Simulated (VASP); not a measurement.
**A VASP study of GeSb4Te7 (r2SCAN + rVV10): structure first, properties next**

How well does r2SCAN + rVV10 reproduce what experiment finds for GeSb4Te7? The cell is relaxed first, and properties follow on it. The steps: full relaxation (r2SCAN + rVV10), second relaxation, density, ELF and potential (r2SCAN + rVV10), band structure (r2SCAN + rVV10), total and projected DOS (r2SCAN + rVV10) and vibrations at Γ (r2SCAN + rVV10). The start is a computed cell from the Materials Project.

Program: VASP 6.6.1. Level of theory: r2SCAN with rVV10; plane waves and PAW (Ge_d, Sb, Te). Results are calculated unless marked as measured.

**What experiment says.**

For GeSb4Te7, trigonal layered 147 phase (pulverised flux-grown single crystals, 300 K), “Multiple superconducting phases driven by pressure in the topological insulator GeSb4Te7” (2023, arxiv:2311.14472) gives, by powder XRD: lattice constant a (a, hexagonal cell) 4.23 Å; lattice constant c (c, hexagonal cell) 23.82 Å.

This is a report of a sequence of runs, with most program output left out.

## (1) Set-up

Before any relaxation, the start is as follows. The structure is trigonal, space group P-3m1 (No. 164). The conventional cell has a = 4.289 Å, b = 4.289 Å, c = 24.638 Å, α = 90.00°, β = 90.00°, γ = 120.00°. Nearest to Ge lie 6 Te at 3.00 Å. Sb has 6 Te at 3.01 to 3.18 Å nearest. Nearest to Sb lie 6 Te at 3.00 to 3.19 Å. Nearest to Te lie 3 Sb at 3.01 Å. Te has 3 Sb at 3.00 Å nearest. Nearest to Te lie 3 Ge at 3.00 Å and 3 Sb at 3.19 Å. Farther neighbours and most contacts between anions are not listed.

## (2) Full relaxation (r2SCAN + rVV10)

Properties are meant for the cell that this level of theory prefers, so cell and atoms are relaxed first (ISIF = 3) until forces and stress are small; EDIFFG sets the threshold. r2SCAN adds the kinetic-energy density, costs more than a GGA and is run with LASPH. LUSE_VDW switches on a nonlocal correlation term for dispersion.

Contents of INCAR:

```
SYSTEM = GeSb4Te7
PREC = Accurate
ENCUT = 410
EDIFF = 1E-06
NELM = 100
ISMEAR = 0
SIGMA = 0.05
LREAL = .FALSE.
ALGO = Normal
METAGGA = R2SCAN
LUSE_VDW = .TRUE.
IVDW_NL = 2
BPARAM = 11.95
CPARAM = 0.0093
LASPH = .TRUE.
NBANDS = 50
LORBIT = 11
LWAVE = .FALSE.
LCHARG = .FALSE.
KPAR = 4
NCORE = 2
IBRION = 2
NSW = 60
ISIF = 3
EDIFFG = -0.01
```

Contents of POSCAR:

```
GeSb4Te7
1.0
    4.2893002584      0.0000000000      0.0000000000
   -2.1446501292      3.7146429882      0.0000000000
    0.0000000000      0.0000000000     24.6377784500
Ge Sb Te
1 4 7
Direct
    0.0000000000      0.0000000000      0.5000000000
    0.6666666700      0.3333333300      0.9188986200
    0.3333333300      0.6666666700      0.3497515000
    0.3333333300      0.6666666700      0.0811013800
    0.6666666700      0.3333333300      0.6502485000
    0.3333333300      0.6666666700      0.8497318700
    0.6666666700      0.3333333300      0.1502681300
    0.0000000000      0.0000000000      0.7189782900
    0.6666666700      0.3333333300      0.4313943000
    0.3333333300      0.6666666700      0.5686057000
    0.0000000000      0.0000000000      0.0000000000
    0.0000000000      0.0000000000      0.2810217100
```

Contents of KPOINTS:

```
Automatic mesh
0
Gamma
6 6 1
0 0 0
```

Potentials, in the order of the species: Ge_d, Sb and Te (PBE family, release 64).

Started as:

```bash
mpirun -np 8 vasp_std
```

It took 46 min on 8 MPI ranks of AMD EPYC 7R43, shared host; peak memory 4.6 GiB; 5.8 h of CPU time.

The gap is read on the k-mesh alone, so it is an upper bound where the band edges lie off the mesh. The PAW data sets were made with PBE, which is usual practice but a small mismatch for other functionals. The run keeps the 12 symmetry operations of its start, so it cannot find a distortion of lower symmetry.

The steps of the relaxation (22 of 30):

```tsv
step	energy less that of the first step (eV)	largest force (eV/Å)	pressure (GPa)	volume (Å³)
1	0.0000	0.0608	-0.71	392.56
2	-0.0107	0.1736	0.36	384.40
4	-0.0132	0.1252	0.01	386.98
5	-0.0159	0.0848	0.00	386.47
7	-0.0183	0.0551	0.01	385.40
8	-0.0201	0.0549	0.09	384.08
9	-0.0211	0.0601	-0.01	384.58
11	-0.0220	0.0643	-0.14	385.04
12	-0.0234	0.0586	-0.13	384.59
13	-0.0250	0.0473	-0.13	383.69
15	-0.0252	0.0421	-0.12	383.28
16	-0.0260	0.0380	0.04	381.92
18	-0.0263	0.0150	0.01	381.93
19	-0.0263	0.0190	0.01	381.95
20	-0.0264	0.0171	0.00	382.01
22	-0.0266	0.0090	-0.07	382.58
23	-0.0266	0.0098	-0.06	382.47
24	-0.0267	0.0086	-0.05	382.42
26	-0.0267	0.0198	0.03	381.92
27	-0.0268	0.0151	0.00	382.11
29	-0.0268	0.0139	0.00	382.07
30	-0.0268	0.0079	0.01	382.02
```

```tsv
conventional cell, symmetrised	before	after	change
a (Å)	4.289	4.272	-0.4 %
b (Å)	4.289	4.272	-0.4 %
c (Å)	24.638	24.170	-1.9 %
volume (Å³/atom)	32.71	31.83	-2.7 %
```

The atoms that moved most (Å, as changes of fractional coordinates times the final cell):

```tsv
atom	dx	dy	dz	length
Te8	0.000	0.000	0.084	0.084
Te12	0.000	0.000	-0.084	0.084
Te7	0.000	0.000	0.059	0.059
Te6	0.000	0.000	-0.059	0.059
Sb5	0.000	0.000	0.045	0.045
Sb3	0.000	0.000	-0.045	0.045
Sb2	0.000	0.000	-0.020	0.020
Sb4	0.000	0.000	0.020	0.020
```

Final coordinates:

```xyz
12
Lattice="4.2720 0.0000 0.0000 -2.1360 3.6997 0.0000 0.0000 0.0000 24.1702" Properties=species:S:1:pos:R:3 pbc="T T T"
Ge    0.0000    0.0000   12.0851
Sb    2.1360    1.2332   22.1896
Sb    0.0000    2.4665    8.4082
Sb    0.0000    2.4665    1.9807
Sb    2.1360    1.2332   15.7620
Te    0.0000    2.4665   20.4792
Te    2.1360    1.2332    3.6910
Te    0.0000    0.0000   17.4618
Te    2.1360    1.2332   10.4128
Te    0.0000    2.4665   13.7574
Te    0.0000    0.0000    0.0000
Te    0.0000    0.0000    6.7084
```

Numbers from this step:

```yaml
electrons: 76
bands: 50
irreducible_k_points: 7
symmetry_operations: 12
free_energy_toten: -293.8131 eV
fermi_energy: 6.359 eV
pressure: 0.006337 GPa
metallic: no
valence_top_at_k: 0, 0, 0
conduction_bottom_at_k: 0, 0, 0
least_direct_gap_at_k: 0, 0, 0
scf_cycles_over_all_ionic_steps: 204
gap_on_the_k_mesh: 0.5458 eV
least_direct_gap_on_the_k_mesh: 0.5458 eV
```

It ends with a largest force of 0.008 eV/Å and a pressure of 0.01 GPa.

## (3) Second relaxation

A relaxation keeps the plane waves of the cell it began with, so it is repeated from the new cell, on a basis made for it.

INCAR is that of step 2.

Contents of POSCAR:

```
GeSb4Te7
1.0
    4.2720382397      0.0000000000      0.0000000000
   -2.1360191199      3.6996936415      0.0000000000
    0.0000000000      0.0000000000     24.1702109378
Ge Sb Te
1 4 7
Direct
    0.0000000000      0.0000000000      0.5000000000
    0.6666666700      0.3333333300      0.9180540310
    0.3333333300      0.6666666700      0.3478748544
    0.3333333300      0.6666666700      0.0819459690
    0.6666666700      0.3333333300      0.6521251456
    0.3333333300      0.6666666700      0.8472917772
    0.6666666700      0.3333333300      0.1527082228
    0.0000000000      0.0000000000      0.7224502004
    0.6666666700      0.3333333300      0.4308108758
    0.3333333300      0.6666666700      0.5691891242
    0.0000000000      0.0000000000      0.0000000000
    0.0000000000      0.0000000000      0.2775497996
```

KPOINTS is that of step 2.

Started as:

```bash
mpirun -np 8 vasp_std
```

Elapsed: 2.1 min, on 8 MPI ranks; peak memory 4.1 GiB; 17 min of CPU time.

Little changed from the start: no atom moved by 0.005 Å and no cell edge by 0.1 %.

This step gave:

```
free energy (TOTEN)             : -293.8103 eV
pressure                        : -0.003620 GPa
SCF cycles over all ionic steps : 18
gap on the k-mesh               : 0.5457 eV
least direct gap on the k-mesh  : 0.5457 eV
```

It ends with a largest force of 0.009 eV/Å and a pressure of 0.00 GPa. The volume moved by under 0.01 %: the run met its threshold at the first step.

## (4) Density, ELF and potential (r2SCAN + rVV10)

The relaxed cell gets a fresh self-consistent run, on a basis set for its own volume, to fix the density and to check the remaining stress.

Edit INCAR of step 3 so:

```diff
@@ -18,8 +18,6 @@
 LWAVE = .FALSE.
-LCHARG = .FALSE.
-KPAR = 4
+LCHARG = .TRUE.
 NCORE = 2
-IBRION = 2
-NSW = 60
-ISIF = 3
-EDIFFG = -0.01
+ISIF = 2
+LELF = .TRUE.
+LVHAR = .TRUE.
```

POSCAR is that of step 3.

KPOINTS is that of step 3.

Started as:

```bash
mpirun -np 8 vasp_std
```

Run time: 91 s. Hardware: 8 MPI ranks; peak memory 1.9 GiB; 12 min of CPU time.

Numbers from this step:

```
SCF cycles                     : 24
bands                          : 52
Fermi energy                   : 6.421 eV
pressure                       : 0.001160 GPa
gap on the k-mesh              : 0.5459 eV
least direct gap on the k-mesh : 0.5459 eV
```

Valence electrons inside each PAW sphere by angular momentum. Sphere charges, by row:

```tsv
atom	s (e)	p (e)	d (e)	tot (e)
Ge1	1.31	0.776	10.01	12.1
Sb2	1.276	0.955	0.053	2.284
Sb3	1.275	0.957	0.053	2.284
Sb4	1.276	0.955	0.053	2.284
Sb5	1.275	0.957	0.053	2.284
Te6	1.407	1.931	0.027	3.365
Te7	1.407	1.931	0.027	3.365
Te8	1.407	1.929	0.028	3.364
Te9	1.388	1.974	0.035	3.398
Te10	1.388	1.974	0.035	3.398
Te11	1.392	1.979	0.033	3.404
Te12	1.407	1.929	0.028	3.364
```

Electrostatic potential energy in the ac plane at fractional y = 0.000, with atoms of Ge and Te within 0.2 Å of it. With pseudopotentials it is smooth inside the atoms' cores, unlike the true potential.

Ten even steps from '0' (-77 eV) to '9' (4 eV), each cell a mean:
```
23589999999742
99999999999999
99999999999999
99999999999999
99999999999999
67899999999987
00279999998510
56799999999875
99999999999999
99999999999999
99999999999999
34689999999854
45789999999865
99999999999999
99999999999999
99999999999999
34689999999854
00379999998610
88999999999998
99999999999999
99999999999999
99999999999999
99999999999999
01479999999621
```
Columns run along a (4.3 Å; values clipped at the 3rd and 97th percentile), rows up along c (24.2 Å). Atoms in or near the plane, at fractional coordinates: Ge at (0.00, 0.50), Te at (0.00, 0.72), Te at (0.00, 0.00), Te at (0.00, 0.28).

Valence density in the ac plane at fractional y = 0.000, with atoms of Ge and Te within 0.2 Å of it. It is the smooth field of the valence electrons, not physical close to the nuclei.

Values in units of 1e0 e/Å³, 24 rows by 14 columns, each cell a mean:
```
 0.2  0.4  0.5  0.4  0.2  0.1  0.1  0.1  0.1  0.2  0.3  0.4  0.4  0.3
 0.1  0.1  0.1  0.1  0.1  0.2  0.2  0.2  0.2  0.1  0.1  0.1  0.1  0.1
 0.0  0.0  0.0  0.1  0.1  0.2  0.3  0.3  0.3  0.2  0.1  0.1  0.0  0.0
 0.0  0.0  0.0  0.1  0.1  0.2  0.3  0.3  0.3  0.2  0.1  0.1  0.0  0.0
 0.0  0.0  0.0  0.1  0.1  0.1  0.1  0.1  0.1  0.1  0.1  0.0  0.0  0.0
 0.4  0.4  0.3  0.2  0.1  0.1  0.0  0.0  0.0  0.1  0.1  0.2  0.3  0.4
-0.1  0.2  0.5  0.4  0.3  0.1  0.1  0.1  0.1  0.2  0.3  0.5  0.4  0.0
 0.3  0.4  0.4  0.3  0.2  0.2  0.1  0.1  0.1  0.2  0.2  0.3  0.4  0.4
 0.1  0.1  0.1  0.1  0.1  0.2  0.2  0.2  0.2  0.1  0.1  0.1  0.1  0.1
 0.0  0.0  0.0  0.1  0.1  0.2  0.2  0.2  0.2  0.2  0.1  0.1  0.0  0.0
 0.2  0.1  0.1  0.1  0.2  0.2  0.2  0.3  0.2  0.2  0.1  0.1  0.1  0.1
 9.3  5.7  1.5  0.4  0.2  0.1  0.1  0.1  0.1  0.1  0.2  0.5  2.8  7.2
 5.9  3.7  1.0  0.3  0.2  0.1  0.1  0.1  0.1  0.1  0.2  0.4  1.8  4.6
 0.1  0.1  0.1  0.1  0.2  0.2  0.3  0.3  0.2  0.2  0.1  0.1  0.1  0.1
 0.0  0.0  0.0  0.1  0.1  0.2  0.2  0.2  0.2  0.1  0.1  0.1  0.0  0.0
 0.1  0.1  0.1  0.1  0.1  0.2  0.2  0.2  0.2  0.2  0.1  0.1  0.1  0.1
 0.3  0.4  0.4  0.3  0.2  0.2  0.1  0.1  0.1  0.2  0.3  0.4  0.4  0.3
 0.0  0.2  0.5  0.4  0.2  0.1  0.1  0.0  0.1  0.1  0.3  0.5  0.4  0.1
 0.3  0.3  0.2  0.1  0.1  0.0  0.0  0.0  0.0  0.1  0.1  0.2  0.2  0.3
 0.0  0.0  0.0  0.1  0.1  0.1  0.2  0.2  0.1  0.1  0.1  0.0  0.0  0.0
 0.0  0.0  0.0  0.1  0.1  0.2  0.3  0.3  0.3  0.2  0.1  0.1  0.0  0.0
 0.0  0.0  0.1  0.1  0.1  0.2  0.3  0.3  0.2  0.2  0.1  0.1  0.0  0.0
 0.2  0.2  0.2  0.1  0.1  0.1  0.2  0.2  0.1  0.1  0.1  0.2  0.2  0.2
 0.0  0.3  0.5  0.4  0.2  0.1  0.1  0.1  0.1  0.2  0.3  0.5  0.4  0.2
```
Columns run along a (4.3 Å), rows up along c (24.2 Å). Atoms in or near the plane, at fractional coordinates: Ge at (0.00, 0.50), Te at (0.00, 0.72), Te at (0.00, 0.00), Te at (0.00, 0.28).

ELF in the ac plane at fractional y = 0.000, with atoms of Ge and Te within 0.2 Å of it. It is the smooth field of the valence electrons, not physical close to the nuclei.

Ten even steps from '_' (0.02) to '@' (0.86), each cell a mean:
```
%%%%@@%%##--....::++##@@@@%%
====------==****++==------==
______::==**######++--..____
____..--**%%%%@@%%##++::____
....__..::++******==::......
@@@@%%##==..______::++##@@@@
##%%@@@@%%++..__::**@@@@@@##
%%%%%%##**========++**##%%%%
::....::--++******==::......
______::--++**##**++--..____
::::::--++##%%%%%%**==--::::
====++++==::::::::--==++====
====++====--====----==++++==
....::--++##%%%%%%##++::....
______..--++****++==::..____
----::::--++******==--::----
##%%%%%%##==------++##%%%%%%
##%%@@@@%%++..__::**@@@@@@%%
@@%%##++--..______..--**##%%
______..==**##%%##++--..____
____..--**##%%%%%%##++::____
______..--**######++--..____
****++==--==++++====--==++**
##%%@@@@##==..__::++%%@@@@%%
```
Columns run along a (4.3 Å), rows up along c (24.2 Å). Atoms in or near the plane, at fractional coordinates: Ge at (0.00, 0.50), Te at (0.00, 0.72), Te at (0.00, 0.00), Te at (0.00, 0.28).

In this run the pressure is 0.00 GPa, small enough to go on.

## (5) Band structure (r2SCAN + rVV10)

Levels along the symmetry lines show where the bands peak and cross; KPOINTS_OPT computes them in the converged potential.

Edit INCAR of step 4 so:

```diff
@@ -15,9 +15,7 @@
 LASPH = .TRUE.
-NBANDS = 50
+NBANDS = 66
 LORBIT = 11
 LWAVE = .FALSE.
-LCHARG = .TRUE.
+LCHARG = .FALSE.
+KPAR = 4
 NCORE = 2
-ISIF = 2
-LELF = .TRUE.
-LVHAR = .TRUE.
```

POSCAR is that of step 4.

KPOINTS is that of step 4.

Contents of KPOINTS_OPT:

```
Line mode
12
Line-mode
Reciprocal
  0.00000000   0.00000000   0.00000000 GAMMA
  0.50000000   0.00000000   0.00000000 M

  0.50000000   0.00000000   0.00000000 M
  0.33333333   0.33333333   0.00000000 K

  0.33333333   0.33333333   0.00000000 K
  0.00000000   0.00000000   0.00000000 GAMMA

  0.00000000   0.00000000   0.00000000 GAMMA
  0.00000000   0.00000000   0.50000000 A

  0.00000000   0.00000000   0.50000000 A
  0.50000000   0.00000000   0.50000000 L

  0.50000000   0.00000000   0.50000000 L
  0.33333333   0.33333333   0.50000000 H

  0.33333333   0.33333333   0.50000000 H
  0.00000000   0.00000000   0.50000000 A

  0.50000000   0.00000000   0.50000000 L
  0.50000000   0.00000000   0.00000000 M

  0.33333333   0.33333333   0.00000000 K
  0.33333333   0.33333333   0.50000000 H
```

Started as:

```bash
mpirun -np 8 vasp_std
```

It took 9.7 min on 8 MPI ranks; peak memory 4.2 GiB.

Spin-orbit coupling is off here; with elements this heavy it splits and shifts levels by tenths of an eV or more.

Numbers from this step:

* SCF cycles: 30
* bands: 66
* Fermi energy: 6.390 eV
* pressure: 4.97e-4 GPa
* least gap on mesh and path: 0.3696 eV
* least direct gap on mesh and path: 0.3860 eV
* valence top at k: 0, 0, 0.5
* conduction bottom at k: 0.04545, 0, 0
* least direct gap at k: 0, 0, 0.5

Electronic bands along the path, in eV, zero at the valence-band top; v1 is the highest filled band, c1 the lowest empty one:

```tsv
point	v4	v3	v2	v1	c1	c2	c3	c4
Γ	-1.18	-1.16	-0.28	-0.10	0.45	0.45	0.55	0.55
0.55 of the way	-1.40	-1.31	-0.79	-0.31	0.75	0.90	1.12	1.33
M	-1.64	-1.60	-1.12	-0.97	0.83	0.84	1.03	1.22
0.55 of the way	-1.44	-1.24	-0.84	-0.84	0.93	1.18	1.32	1.34
K	-1.33	-1.21	-1.21	-1.04	1.28	1.43	1.51	1.51
0.55 of the way	-1.07	-0.84	-0.82	-0.48	0.74	0.88	1.17	1.21
Γ	-1.18	-1.16	-0.28	-0.10	0.45	0.45	0.55	0.55
0.45 of the way	-1.37	-1.01	-0.33	-0.05	0.41	0.41	0.48	0.60
A	-1.36	-0.92	-0.38	0.00	0.39	0.39	0.43	0.65
0.55 of the way	-1.33	-1.26	-0.77	-0.34	0.68	0.99	1.17	1.20
L	-1.77	-1.48	-1.17	-0.69	0.52	0.70	0.87	1.20
0.45 of the way	-1.59	-1.21	-0.92	-0.62	0.69	0.79	1.13	1.53
H	-1.64	-0.90	-0.90	-0.89	0.88	1.12	1.12	1.95
0.45 of the way	-1.17	-0.95	-0.78	-0.58	0.75	1.05	1.15	1.38
A	-1.36	-0.92	-0.38	0.00	0.39	0.39	0.43	0.65
jump to L	-1.77	-1.48	-1.17	-0.69	0.52	0.70	0.87	1.20
0.55 of the way	-1.72	-1.53	-1.19	-0.81	0.64	0.85	0.94	1.14
M	-1.64	-1.60	-1.12	-0.97	0.83	0.84	1.03	1.22
jump to K	-1.33	-1.21	-1.21	-1.04	1.28	1.43	1.51	1.51
0.45 of the way	-1.51	-1.03	-1.03	-0.97	1.04	1.27	1.27	1.71
H	-1.64	-0.90	-0.90	-0.89	0.88	1.12	1.12	1.95
```

Of the projections kept (Ge, Sb, Te), the largest for each band there; the rest of the weight can lie on other orbitals:

```tsv
point	v4	v3	v2	v1	c1	c2	c3	c4
Γ	Te 0.62	Te 0.57	Te 0.62	Te 0.68	Sb 0.37	Sb 0.37	Sb 0.55	Sb 0.55
M	Te 0.95	Te 0.95	Te 0.69	Te 0.62	Te 0.43	Sb 0.53	Te 0.43	Sb 0.50
K	Te 0.80	Te 0.76	Te 0.76	Te 0.76	Te 0.54	Te 0.43	Te 0.48	Te 0.48
Γ	Te 0.62	Te 0.57	Te 0.62	Te 0.68	Sb 0.37	Sb 0.37	Sb 0.55	Sb 0.55
A	Te 0.95	Te 0.56	Te 0.64	Te 0.72	Sb 0.45	Sb 0.45	Sb 0.44	Sb 0.46
L	Te 0.96	Te 0.95	Te 0.71	Te 0.71	Sb 0.48	Sb 0.53	Sb 0.42	Te 0.58
```

The path lowers the gap by 0.18 eV against the mesh alone, so a band edge lies off the mesh.

(Part 1 of 2 ends here.)

[Lines on the potential files, build, host, timing and source positions are cut from VASP's logs without a mark.]

[Logs are printed without paths, hosts, clocks, repeated set-up lines and the standing remarks that a program may print on its own settings, such as how far it seeks lower states.]

[Hosts, paths, dates, database ids (printed as entryN), source tags and the programs' standing remarks are cut or masked in the printed files.]

[A measured line is paired with the nearest computed mode of its activity, which favours agreement.]
